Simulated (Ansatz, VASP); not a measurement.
Given: the input of a run of VASP 6.6.1 on MnHg.

INCAR

```
  PREC = Accurate
  ENCUT = 520
  EDIFF = 1E-7
  ISMEAR = -1
  SIGMA = 0.05
  LREAL = False
  LASPH = True
  NELM = 120
  ALGO = Normal
  ISIF = 2
  LWAVE = False
  LCHARG = False
  ISPIN = 2
  MAGMOM = 0 4
  LORBIT = 11
  LMAXMIX = 4
  GGA = PE
  NBANDS = 24
```

The input KPOINTS:

```
Automatic mesh
0
Gamma
  8 8 8
```

Contents of POSCAR:

```
MnHg
1.0
    3.2880000000      0.0000000000      0.0000000000
    0.0000000000      3.2880000000      0.0000000000
    0.0000000000      0.0000000000      3.3130000000
Hg Mn
1 1
Direct
    0.0006610000     -0.0169190000     -0.0053160000
    0.5018680000      0.5069210000      0.5028280000
```

Potentials or basis: VASP PAW PBE potentials, release 64 (Hg, Mn_pv).

The run is started by

```console
$ cat potpaw_PBE.64/Hg/POTCAR potpaw_PBE.64/Mn_pv/POTCAR > POTCAR
$ mpirun -np 1 vasp_std > vasp.out
```

Q: Translate it to Ansatz 0.2.0. Potentials there: Ansatz PAW.

A: As run (the cutoff follows the program's own potentials):

File input.yaml:

```yaml
crystal:
  lattice:
    - [3.288, 0.0, 0.0]
    - [0.0, 3.288, 0.0]
    - [0.0, 0.0, 3.313]
  atoms:
    - { symbol: Hg, position: [0.000661, -0.016919, -0.005316] }
    - { symbol: Mn, position: [0.501868, 0.506921, 0.502828], spin: 4.0 }
hamiltonian:
  xc: pbe
  pseudopotentials: { kind: paw }
magnetization:
  spin_polarized: true
kpoints:
  mp_grid: { grid: [8, 8, 8] }
scf:
  occupations: { method: fermi_dirac, width: 0.05 }
output:
  forces: true
  stress: true
  eigenvalues: true
```

Potentials or basis: Ansatz PAW.

Command:

```bash
$ ansatz run input.yaml --threads 2 --pin off --max-ram 5120MiB --backend cpu --events-out ev --progress --plain --runs-dir out
```

Both were run:

|  | VASP | Ansatz | Ansatz less VASP |
| --- | --- | --- | --- |
| gap on the k mesh at the Fermi level (eV) | none | none | - |
| pressure (GPa) | 2.7 | 2.2 | -0.49 |
| largest component of the traceless stress (GPa) | 0.14 | 0.14 | -0.002 |
| rms of the force components (eV/Å) | 0.168 | 0.164 | -0.0041 |
| net moment per atom (μB) | 1.94 | 1.94 | -0.002 |
| size of the moment on the site where the two differ most (μB) | 0.06 | 0.02 | -0.037 |

Site moments also hang on the region over which each program counts them. Atom by atom the forces differ by 0.004 eV/Å (rms over components). A gap of «none» marks a metal or a gap that the smearing closes. The two sets of potentials don't hold the same shells in valence.

The runs have no spin-orbit coupling, so splittings on Hg are missing.
